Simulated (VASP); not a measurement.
**MgSn2N2: single point with r2SCAN**

MgSn2N2:

```
CELL_PARAMETERS angstrom
3.25419 0.00000 0.00000
-1.62709 2.81821 0.00000
0.00000 0.00000 9.05935
ATOMIC_POSITIONS crystal
Mg 0.00000 0.00000 0.00000
Sn 0.66667 0.33333 0.28950
Sn 0.33333 0.66667 0.71050
N 0.66667 0.33333 0.85460
N 0.33333 0.66667 0.14540
```

The cell was built by a generator and needn't be a form met in nature.

```
Program             : VASP 6.6.1
Task                : single point
Functional          : r2SCAN
Potentials or basis : VASP PAW PBE potentials, release 64 (Mg, Sn_d, N)
Cutoff              : 520 eV
k mesh              : 8 × 8 × 4
Occupations         : gaussian, width 0.03 eV
Spin                : no spin polarisation
```

```
Pressure               : -2.9 GPa
Largest force          : 0.403 eV/Å
Band gap on the k mesh : 1.13 eV, indirect (least direct gap 1.88 eV)
```

Forces on the atoms (eV/Å):
```
Mg   0.000  0.000  0.000
Sn   0.000  0.000 -0.403
Sn   0.000  0.000  0.403
N    0.000  0.000 -0.210
N    0.000  0.000  0.210
```

Stress tensor (GPa, compression positive):
```
-3.07  0.00  0.00
 0.00 -3.07  0.00
 0.00  0.00 -2.60
```

Levels at points of the mesh, in eV from the valence-band top:
| k point | band 17 | band 18 | band 19 | band 20 | band 21 | band 22 | band 23 | band 24 |
| --- | --- | --- | --- | --- | --- | --- | --- | --- |
| (0.00, 0.00, 0.00) | -1.21 | -0.92 | -0.92 | 0.00 | 1.96 | 3.72 | 8.60 | 8.83 |
| (0.50, 0.00, 0.00) | -2.38 | -2.02 | -1.44 | -0.92 | 1.14 | 1.87 | 5.25 | 5.75 |
| (0.00, 0.00, 0.50) | -1.21 | -1.21 | -0.92 | -0.92 | 2.80 | 3.53 | 8.19 | 8.72 |
| (0.50, 0.00, 0.50) | -2.37 | -2.03 | -1.74 | -0.93 | 1.22 | 2.23 | 4.56 | 6.66 |

Wall time 3.2 min on 2 MPI ranks on Intel(R) Xeon(R) Platinum 8488C (Sapphire Rapids) (shared host), peak memory 0.24 GiB a rank.

Caveat: the PAW data sets were made with another functional, which shifts forces and pressure a little; spin-orbit coupling is left out, which moves the levels of the heavy elements. A k mesh can miss the band edges.
